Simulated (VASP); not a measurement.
Shape and ions are relaxed at each volume.

Consider the following.

```xyz
2
Lattice="2.8178 0.0000 0.0000 0.0000 2.8178 0.0000 0.0000 0.0000 4.0635" Properties=species:S:1:pos:R:3 pbc="T T T"
Ti     0.0000     0.0000     0.0000
Al     1.4089     1.4089     2.0318
```

The numbers are results of optB88-vdW, VASP's PBE PAW potentials (set 64) (plane waves; VASP), not measurements. Run with 520 eV cut-off, 13×13×9 Γ-centred mesh, first-order Methfessel-Paxton smearing of 0.10 eV, potentials Ti_sv Al.

Problem. Give the energy at these volumes per atom, relative to the lowest: 15.17, 15.65, 16.14, 16.62, 17.10 Å³.

Solution. 22.6, 5.3, 0.0, 5.0, 18.8 meV/atom. A third-order Birch-Murnaghan fit gives B0 = 114 GPa and B0′ = 3.9.

The compound is TiAl in the L1_0 structure. It was relaxed first.
